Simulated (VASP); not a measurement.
Here is a VASP 6.6.1 calculation.

INCAR

```
SYSTEM = WF
ALGO     = Normal         ! electronic algorithm
EDIFF    = 1E-7           ! SCF threshold, eV
ENCUT    = 520            ! plane-wave cutoff, eV
GGA      = PE             ! functional
ISIF     = 2              ! what is computed and relaxed
ISMEAR   = -1             ! smearing method
LASPH    = .True.         ! aspherical terms in the spheres
LCHARG   = .False.        ! write CHGCAR
LREAL    = .False.        ! projectors in reciprocal space
LWAVE    = .False.        ! write WAVECAR
NBANDS   = 18             ! bands
NELM     = 100            ! most SCF steps
PREC     = Accurate       ! precision mode
SIGMA    = 0.05           ! smearing width, eV
```

The input KPOINTS:

```
k-points
0
Gamma
  11 11 11
  0 0 0
```

POSCAR

```
WF
1.0
    1.3658900000      0.7886000000      5.0696000000
   -1.3658900000      0.7886000000      5.0696000000
    0.0000000000     -1.5771900000      5.0696000000
W F
1 1
Direct
    0.8141200000      0.8141200000      0.8141200000
    0.9371200000      0.9371200000      0.9371200000
```

Potentials or basis: VASP PAW PBE potentials, release 64 (W_sv, F).

Run with:

```console
$ cat potpaw_PBE.64/W_sv/POTCAR potpaw_PBE.64/F/POTCAR > POTCAR
$ mpirun -np 1 vasp_std > vasp.out
```

Q: Predict the band gap on the k mesh.

A: None (metal or under the smearing width).

Q: What does it give for the pressure?

A: 1.7 GPa.

Q: What does it give for the largest force?

A: 0.401 eV/Å.

Stress tensor (GPa, compression positive):
```
1.05 0.00 0.00
0.00 1.05 0.00
0.00 0.00 3.02
```

Caveat: an odd number of electrons without spin polarisation forces a metal; a magnetic or distorted state may lie lower. Spin-orbit coupling is left out, which matters for the levels of W.
